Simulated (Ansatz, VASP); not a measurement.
**One calculation of SrMg6Cr, two programs**

Contents of INCAR:

```
ALGO     = Normal         # electronic algorithm
EDIFF    = 1E-7           # SCF threshold, eV
ENCUT    = 520            # plane-wave cutoff, eV
GGA      = PE             # functional
ISIF     = 2              # what is computed and relaxed
ISMEAR   = -1             # smearing method
ISPIN    = 2              # spin polarisation
LASPH    = T              # aspherical terms in the spheres
LCHARG   = F              # write CHGCAR
LMAXMIX  = 4              # l up to which the mixer works
LORBIT   = 11             # projections on sites
LREAL    = F              # projectors in reciprocal space
LWAVE    = F              # write WAVECAR
MAGMOM   = 0 3 0 0 0 0 0 0 # initial moments
NBANDS   = 31             # bands
NELM     = 100            # most SCF steps
PREC     = Accurate       # precision mode
SIGMA    = 0.05           # smearing width, eV
```

File KPOINTS:

```
k-points
0
Gamma
  5 5 5
```

Contents of POSCAR:

```
SrMg6Cr
1.0
    5.1327604744      0.0000000000      0.0000000000
    0.0000000000      3.2960672820      5.7383176398
    0.0000000000     -3.2960672820      5.7383176398
Sr Cr Mg
1 1 6
Direct
    0.0000000000      0.8290620000      0.8290620000
    0.5000000000      0.6524330000      0.6524330000
    0.5000000000      0.1669280000      0.1669280000
    0.5000000000      0.6596790000      0.1906310000
    0.5000000000      0.1906310000      0.6596790000
    0.0000000000      0.3379250000      0.3379250000
    0.0000000000      0.8201270000      0.3432150000
    0.0000000000      0.3432150000      0.8201270000
```

Contents of input.yaml:

```yaml
crystal:
  lattice:
    - [5.1327604744, 0.0, 0.0]
    - [0.0, 3.296067282, 5.7383176398]
    - [0.0, -3.296067282, 5.7383176398]
  atoms:
    - { symbol: Sr, position: [0.0, 0.829062, 0.829062] }
    - { symbol: Cr, position: [0.5, 0.652433, 0.652433], spin: 3.0 }
    - { symbol: Mg, position: [0.5, 0.166928, 0.166928] }
    - { symbol: Mg, position: [0.5, 0.659679, 0.190631] }
    - { symbol: Mg, position: [0.5, 0.190631, 0.659679] }
    - { symbol: Mg, position: [0.0, 0.337925, 0.337925] }
    - { symbol: Mg, position: [0.0, 0.820127, 0.343215] }
    - { symbol: Mg, position: [0.0, 0.343215, 0.820127] }
hamiltonian:
  xc: pbe
  pseudopotentials: { kind: paw }
magnetization:
  spin_polarized: true
kpoints:
  mp_grid: { grid: [5, 5, 5] }
scf:
  occupations: { method: fermi_dirac, width: 0.05 }
output:
  forces: true
  stress: true
  eigenvalues: true
```

Change from the starting cell: volume scaled by 0.96.

Alike in both runs: task single point; functional PBE; k mesh 5 × 5 × 5; occupations fermi-dirac, width 0.05 eV; collinear spin, ferromagnetic start.

|  | VASP | Ansatz |
| --- | --- | --- |
| version | VASP 6.6.1 | Ansatz 0.2.0 |
| potentials or method | VASP PAW PBE potentials, release 64 (Sr_sv, Cr_pv, Mg) | Ansatz PAW |
| plane-wave cutoff (eV) | 520 | 420 |
| valence electrons in the cell | 34 | 84 |

```tsv
	VASP	Ansatz	Ansatz less VASP
gap on the k mesh at the Fermi level (eV)	none	none	-
pressure (GPa)	1.4	1.5	+0.05
rms of the force components (eV/Å)	0.025	0.024	-0.0006
net moment per atom (μB)	0.55	0.55	0.000
size of the moment on the site where the two differ most (μB)	3.83	3.94	+0.115
```

Site moments also hang on the region over which each program counts them. Atom by atom the forces differ by 0.002 eV/Å (rms over components). A gap of «none» marks a metal or a gap that the smearing closes. With one functional, cell and mesh, what is left measures potentials, basis and numerics. The two sets of potentials don't hold the same shells in valence.
